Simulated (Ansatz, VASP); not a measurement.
# Cross-check of SiGe3 (amorphous Si0.25Ge0.75) between VASP and Ansatz, part 2 of 3

One calculation is typed for both programs; each brings its own data sets. How far apart do they land? Of the first pair: The structure shown is the start of the Ansatz relaxation below; VASP solves that cell, so the two are compared at the walk's first step.

VASP 6.6.1 and Ansatz 0.2.0.

So far: The starting structure; Ansatz: relaxation, PBE.

## 3. VASP: single point, PBE, start cell, pair 1

Level of this step: PBE; plane waves and PAW (Si, Ge_d) (VASP).

The same cell, functional, mesh and smearing now go to VASP, with its own data sets.

Lines of VASP's logs that name or quote its potential files are left out, and so is its time.

Contents of INCAR:

```
SYSTEM = SiGe3
PREC = Accurate
ENCUT = 410
EDIFF = 1E-06
NELM = 120
ISMEAR = -1
SIGMA = 0.025
LREAL = Auto
ALGO = Normal
GGA = PE
NBANDS = 480
LORBIT = 11
LWAVE = .FALSE.
LCHARG = .FALSE.
ISIF = 2
LASPH = .TRUE.
GGA_COMPAT = .FALSE.
EFERMI = MIDGAP
NCORE = 2
```

Contents of POSCAR:

```
SiGe3
1.0
   11.8315000000      0.0000000000      0.0000000000
    0.0000000000     11.8315000000      0.0000000000
    0.0000000000      0.0000000000     11.8315000000
Si Ge
18 54
Direct
    0.2672273169      0.3845666230      0.0267675274
    0.5402611672      0.1749397794      0.1615517897
    0.4197016439      0.8057811774      0.4857287749
    0.4976630182      0.9864176140      0.2146811478
    0.1037569201      0.5174660863      0.4686303512
    0.3063263322      0.9566411698      0.1816422263
    0.9405738917      0.2043865951      0.2442885517
    0.2308583020      0.7716857541      0.8634239107
    0.6914592402      0.2375015848      0.4429277775
    0.8621983688      0.2731775345      0.5488315091
    0.4657904746      0.3359675443      0.2508473144
    0.6560706588      0.8199721084      0.7495499303
    0.4319232557      0.1874994717      0.6250095085
    0.9899928158      0.0540337235      0.7898575836
    0.6021383595      0.5648480751      0.3908211131
    0.9173900182      0.9516460297      0.4719012805
    0.7531166800      0.3823099353      0.1427967713
    0.3520010142      0.9338207328      0.8528419896
    0.5835608334      0.0923297976      0.5331276677
    0.2368761357      0.0192198791      0.0029835608
    0.2451168491      0.9204073871      0.5206017834
    0.6249080844      0.5613404894      0.5972361915
    0.8388623590      0.7252165829      0.7984701855
    0.5131640113      0.2071504036      0.9604699320
    0.6617419600      0.0841989604      0.8798208173
    0.1949964079      0.2514896674      0.3738579216
    0.9951316401      0.3429827156      0.3968389469
    0.7301525588      0.1955204327      0.2450661370
    0.8270379918      0.5830790686      0.6500105650
    0.0055783290      0.0175970925      0.3006296750
    0.4095930355      0.5212272324      0.9498372987
    0.7703165279      0.4142078350      0.9225541985
    0.4990322444      0.7139585006      0.6568989562
    0.0385918945      0.9515107974      0.9762582935
    0.5522123146      0.9074673541      0.9031061150
    0.2196593838      0.4780966065      0.6414909352
    0.5317584414      0.3706377044      0.4444237840
    0.2736677513      0.3830621646      0.2289735029
    0.1130203271      0.6971136373      0.1752863120
    0.8939610362      0.4825423657      0.2544309682
    0.0507205342      0.8283142459      0.5676710476
    0.5579005198      0.9346490301      0.4034061615
    0.5388158729      0.3740861260      0.6718928285
    0.2054430968      0.0348730085      0.3442674217
    0.7847187592      0.7311837045      0.1398808266
    0.4182478976      0.6605079660      0.3365169252
    0.8767696404      0.0800997338      0.6214089507
    0.9163588725      0.2742932004      0.0418374678
    0.8276465368      0.6139204666      0.9724802434
    0.2997591176      0.0463085830      0.6857203229
    0.2771330770      0.7705869924      0.0748932933
    0.7710434011      0.9904492245      0.1660736170
    0.3377340151      0.6198875882      0.7704010480
    0.9524236149      0.6498330727      0.4976968263
    0.9628703038      0.8655200101      0.1559734607
    0.8797870093      0.3951062841      0.7196974179
    0.7597430588      0.8713941597      0.3614841736
    0.4667878122      0.6674386173      0.1139669526
    0.9948020116      0.5551367113      0.0833960191
    0.0831086506      0.3748468073      0.7647381989
    0.2994210371      0.2052317965      0.9349363986
    0.5818028145      0.4928791785      0.1941512065
    0.3251405147      0.3308202679      0.5212187804
    0.0767189283      0.4018763470      0.9721590669
    0.5635633690      0.3913197819      0.8818493006
    0.7902886363      0.6520728564      0.3429320035
    0.1544182902      0.1751003677      0.7709419769
    0.0311203144      0.8302074969      0.7852512361
    0.6012508980      0.8454971897      0.0973080336
    0.6936398597      0.0157799096      0.6853315302
    0.8556227021      0.0857625829      0.9729535562
    0.2246967840      0.5715167139      0.3108566116
```

Contents of KPOINTS:

```
Automatic mesh
0
Gamma
1 1 1
0 0 0
```

PAW data sets: Si and Ge_d (PBE family, release 64).

On the command line:

```console
$ mpirun -np 8 vasp_gam
```

Numbers of over 12 decimals in the logs are rounded to 6 here.

Log:

```text
[banner, memory and clock lines left out]
running    8 mpi-ranks, on    1 nodes
[...]
LDA part: xc-table for (Slater+PW92), standard interpolation
 POSCAR, INCAR and KPOINTS ok, starting setup
[...]
entering main loop
       N       E                     dE             d eps       ncg     rms          rms(c)
DAV:   1     0.164987213666E+05    0.16499E+05   -0.28860E+05  1024   0.442E+03
DAV:   2     0.373071116012E+04   -0.12768E+05   -0.12376E+05   960   0.107E+03
DAV:   3     0.365582595095E+03   -0.33651E+04   -0.32191E+04   992   0.299E+02
DAV:   4    -0.268383496719E+03   -0.63397E+03   -0.59258E+03  1128   0.125E+02
[...]
DAV:  17    -0.322224273510E+03   -0.98852E-05   -0.70645E-05  1288   0.297E-02    0.299E-03
DAV:  18    -0.322224274904E+03   -0.13933E-05   -0.15435E-05   920   0.231E-02    0.222E-03
DAV:  19    -0.322224274668E+03    0.23533E-06   -0.15916E-06   696   0.159E-02
   1 F= -.32222427E+03 E0= -.32218929E+03  d E =-.699642E-01
```

From OUTCAR (step 3):

```text
 POSITION                                       TOTAL-FORCE (eV/Angst)
 -----------------------------------------------------------------------------------
      3.16170      4.55000      0.31670         0.086358     -0.200426      0.039565
      6.39210      2.06980      1.91140        -0.072351     -0.219016      0.081700
      4.96570      9.53360      5.74690        -0.002625      0.210493     -0.189539
      5.88810     11.67080      2.54000         0.113523     -0.035787     -0.112648
      1.22760      6.12240      5.54460         0.152879     -0.167683      0.206760
      3.62430     11.31850      2.14910        -0.216268     -0.464939     -0.035984
     11.12840      2.41820      2.89030        -0.168775      0.057498     -0.574980
      2.73140      9.13020     10.21560         0.068285      0.287669      0.069044
      8.18100      2.81000      5.24050        -0.048329      0.367419      0.440388
     10.20110      3.23210      6.49350        -0.391894      0.169530      0.015785
      5.51100      3.97500      2.96790         0.229751     -0.398534      0.565828
      7.76230      9.70150      8.86830        -0.109650      0.142473      0.224950
      5.11030      2.21840      7.39480        -0.109435      0.577690     -0.083000
     11.71310      0.63930      9.34520        -0.287860     -0.055922      0.368964
[...]
-----------------------------------------------------------------------------------
    total drift:                               -0.023733     -0.006198      0.009703

  FREE ENERGIE OF THE ION-ELECTRON SYSTEM (eV)
  ---------------------------------------------------
  free  energy   TOTEN  =      -322.2242746684 eV

  energy  without entropy=     -322.1543104993  energy(sigma->0) =     -322.18929258
```

The run ends at a pressure of 0.43 GPa, with forces up to 1.3 eV/Å.

## 4. Differences

Known differences besides the potentials themselves: the cutoff is 420 eV in Ansatz and 410 eV in VASP (PREC = Accurate, projectors in real space). Total energies have different zeros and are not compared.

Forces on 8 of the 72 atoms, those with the largest forces and the largest differences (eV/Å; atoms numbered as in POSCAR):

```csv
atom,"Ansatz x, y, z","VASP x, y, z"
Si7,"-0.166, 0.062, -0.577","-0.169, 0.057, -0.575"
Si11,"0.230, -0.401, 0.566","0.230, -0.399, 0.566"
Ge20,"0.550, 0.536, 0.173","0.559, 0.536, 0.177"
Ge37,"-0.134, 0.000, -1.292","-0.130, -0.002, -1.302"
Ge38,"-0.179, -0.098, -0.434","-0.168, -0.101, -0.441"
Ge43,"-0.060, -0.278, 0.999","-0.059, -0.278, 1.007"
Ge48,"0.825, 0.038, 0.600","0.827, 0.037, 0.603"
Ge71,"0.221, -0.177, -0.644","0.223, -0.174, -0.645"
```

The forces differ by 3.1 meV/Å r.m.s., which is 1.2 % of the r.m.s. force of 0.267 eV/Å (both taken over all components).

## 5. Ansatz: relaxation, PBE

This run makes the geometry at which the two programs are then compared. The cell compared in this pair holds 1662.40 Å³, against 1656.23 Å³ for the pair before.

The structure compared here is the end of the Ansatz relaxation.

Contents of input.yaml:

```yaml
crystal:
  lattice:
    - [11.8315, 0.0, 0.0]
    - [0.0, 11.8315, 0.0]
    - [0.0, 0.0, 11.8315]
  atoms:
    - { symbol: Si, position: [0.26723, 0.38457, 0.02677] }
    - { symbol: Si, position: [0.54026, 0.17494, 0.16155] }
    - { symbol: Si, position: [0.4197, 0.80578, 0.48573] }
    - { symbol: Si, position: [0.49766, 0.98642, 0.21468] }
    - { symbol: Si, position: [0.10376, 0.51747, 0.46863] }
    - { symbol: Si, position: [0.30633, 0.95664, 0.18164] }
    - { symbol: Si, position: [0.94057, 0.20439, 0.24429] }
    - { symbol: Si, position: [0.23086, 0.77169, 0.86342] }
    - { symbol: Si, position: [0.69146, 0.2375, 0.44293] }
    - { symbol: Si, position: [0.8622, 0.27318, 0.54883] }
    - { symbol: Si, position: [0.46579, 0.33597, 0.25085] }
    - { symbol: Si, position: [0.65607, 0.81997, 0.74955] }
    - { symbol: Si, position: [0.43192, 0.1875, 0.62501] }
    - { symbol: Si, position: [0.98999, 0.05403, 0.78986] }
    - { symbol: Si, position: [0.60214, 0.56485, 0.39082] }
    - { symbol: Si, position: [0.91739, 0.95165, 0.4719] }
    - { symbol: Si, position: [0.75312, 0.38231, 0.1428] }
    - { symbol: Si, position: [0.352, 0.93382, 0.85284] }
    - { symbol: Ge, position: [0.58356, 0.09233, 0.53313] }
    - { symbol: Ge, position: [0.23688, 0.01922, 0.00298] }
    - { symbol: Ge, position: [0.24512, 0.92041, 0.5206] }
    - { symbol: Ge, position: [0.62491, 0.56134, 0.59724] }
    - { symbol: Ge, position: [0.83886, 0.72522, 0.79847] }
    - { symbol: Ge, position: [0.51316, 0.20715, 0.96047] }
    - { symbol: Ge, position: [0.66174, 0.0842, 0.87982] }
    - { symbol: Ge, position: [0.195, 0.25149, 0.37386] }
    - { symbol: Ge, position: [0.99513, 0.34298, 0.39684] }
    - { symbol: Ge, position: [0.73015, 0.19552, 0.24507] }
    - { symbol: Ge, position: [0.82704, 0.58308, 0.65001] }
    - { symbol: Ge, position: [0.00558, 0.0176, 0.30063] }
    - { symbol: Ge, position: [0.40959, 0.52123, 0.94984] }
    - { symbol: Ge, position: [0.77032, 0.41421, 0.92255] }
    - { symbol: Ge, position: [0.49903, 0.71396, 0.6569] }
    - { symbol: Ge, position: [0.03859, 0.95151, 0.97626] }
    - { symbol: Ge, position: [0.55221, 0.90747, 0.90311] }
    - { symbol: Ge, position: [0.21966, 0.4781, 0.64149] }
    - { symbol: Ge, position: [0.53176, 0.37064, 0.44442] }
    - { symbol: Ge, position: [0.27367, 0.38306, 0.22897] }
    - { symbol: Ge, position: [0.11302, 0.69711, 0.17529] }
    - { symbol: Ge, position: [0.89396, 0.48254, 0.25443] }
    - { symbol: Ge, position: [0.05072, 0.82831, 0.56767] }
    - { symbol: Ge, position: [0.5579, 0.93465, 0.40341] }
    - { symbol: Ge, position: [0.53882, 0.37409, 0.67189] }
    - { symbol: Ge, position: [0.20544, 0.03487, 0.34427] }
    - { symbol: Ge, position: [0.78472, 0.73118, 0.13988] }
    - { symbol: Ge, position: [0.41825, 0.66051, 0.33652] }
    - { symbol: Ge, position: [0.87677, 0.0801, 0.62141] }
    - { symbol: Ge, position: [0.91636, 0.27429, 0.04184] }
    - { symbol: Ge, position: [0.82765, 0.61392, 0.97248] }
    - { symbol: Ge, position: [0.29976, 0.04631, 0.68572] }
    - { symbol: Ge, position: [0.27713, 0.77059, 0.07489] }
    - { symbol: Ge, position: [0.77104, 0.99045, 0.16607] }
    - { symbol: Ge, position: [0.33773, 0.61989, 0.7704] }
    - { symbol: Ge, position: [0.95242, 0.64983, 0.4977] }
    - { symbol: Ge, position: [0.96287, 0.86552, 0.15597] }
    - { symbol: Ge, position: [0.87979, 0.39511, 0.7197] }
    - { symbol: Ge, position: [0.75974, 0.87139, 0.36148] }
    - { symbol: Ge, position: [0.46679, 0.66744, 0.11397] }
    - { symbol: Ge, position: [0.9948, 0.55514, 0.0834] }
    - { symbol: Ge, position: [0.08311, 0.37485, 0.76474] }
    - { symbol: Ge, position: [0.29942, 0.20523, 0.93494] }
    - { symbol: Ge, position: [0.5818, 0.49288, 0.19415] }
    - { symbol: Ge, position: [0.32514, 0.33082, 0.52122] }
    - { symbol: Ge, position: [0.07672, 0.40188, 0.97216] }
    - { symbol: Ge, position: [0.56356, 0.39132, 0.88185] }
    - { symbol: Ge, position: [0.79029, 0.65207, 0.34293] }
    - { symbol: Ge, position: [0.15442, 0.1751, 0.77094] }
    - { symbol: Ge, position: [0.03112, 0.83021, 0.78525] }
    - { symbol: Ge, position: [0.60125, 0.8455, 0.09731] }
    - { symbol: Ge, position: [0.69364, 0.01578, 0.68533] }
    - { symbol: Ge, position: [0.85562, 0.08576, 0.97295] }
    - { symbol: Ge, position: [0.2247, 0.57152, 0.31086] }
kpoints:
  mp_grid: { grid: [1, 1, 1] }
hamiltonian:
  xc: pbe
scf:
  occupations: { method: fermi_dirac, width: 0.025 }
output:
  forces: true
relax:
  f_tol: 0.04
  max_steps: 250
  cell: {}
```

On the command line:

```console
$ ansatz run input.yaml --threads 4 --pin off --max-ram 8192MiB --backend cpu --events-out ev --progress --plain --runs-dir out
```

Log:

```text
[...]
Crystal: 72 atoms, lattice volume = 1656.225 Å³
Basis set: ecut = 420 eV, 32423 PW (Γ), exchange–correlation on 160×160×160 points (8 copies of the dense FFT grid, shifted against one another)
Bands: 497, of which v1, the nominal top of the filled ones, is band 414 counted from 1 (413 counted from 0)
Symmetry: 1 space group operations
[...]
k-points: 1
[...]
- { symbol: Ge, position: [0.246719, 0.921932, 0.525309] }
    - { symbol: Ge, position: [0.617320, 0.551908, 0.599980] }
    - { symbol: Ge, position: [0.836816, 0.734306, 0.796173] }
    - { symbol: Ge, position: [0.523684, 0.216419, 0.958399] }
    - { symbol: Ge, position: [0.665837, 0.094740, 0.865345] }
    - { symbol: Ge, position: [0.202310, 0.245078, 0.371034] }
[...]
- { symbol: Ge, position: [0.591631, 0.856837, 0.097785] }
    - { symbol: Ge, position: [0.698590, 0.017403, 0.673829] }
    - { symbol: Ge, position: [0.867706, 0.083112, 0.946127] }
    - { symbol: Ge, position: [0.231600, 0.554372, 0.319236] }
[key lines of the parts left out:]
P = ⅓ Tr σ = 0.0069 GPa (0.069 kbar)
```

(Continued in part 3 of 3.)

[Lines on the potential files, build, host, timing and source positions are cut from VASP's logs without a mark.]

[Logs are printed without paths, hosts, clocks, repeated set-up lines and the standing remarks that a program may print on its own settings, such as how far it seeks lower states.]

[Hosts, paths, dates, database ids (printed as entryN), source tags and the programs' standing remarks are cut or masked in the printed files.]
